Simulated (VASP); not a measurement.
Input:

```
Ta
1.0
   -1.59619     1.59619     1.59619
    1.59619    -1.59619     1.59619
    1.59619     1.59619    -1.59619
Ta
1
Direct
  0.00000   0.00000   0.00000
```

Level of theory: PBEsol GGA, VASP's PBE PAW potentials (set 64) (plane waves; VASP). Settings: 500 eV cut-off, 16×16×16 Γ-centred mesh, first-order Methfessel-Paxton smearing of 0.10 eV, potentials Ta_pv.

Unless said otherwise, spin-orbit coupling is left out, though it shifts the bands of the heavy elements here.

Task: Estimate the energy per atom (σ→0), pressure, band gap (on the k-mesh) with the smallest direct gap where there is one.

Result: 
| Quantity | Result |
|---|---|
| band gap (on the k-mesh) | none (metal, semimetal or under 0.01 eV) |
| energy per atom (σ→0) | -12.463 eV/atom |
| pressure | 19.96 GPa |

The compound is Ta in the bcc structure. It was relaxed first under an external pressure of 20 GPa.
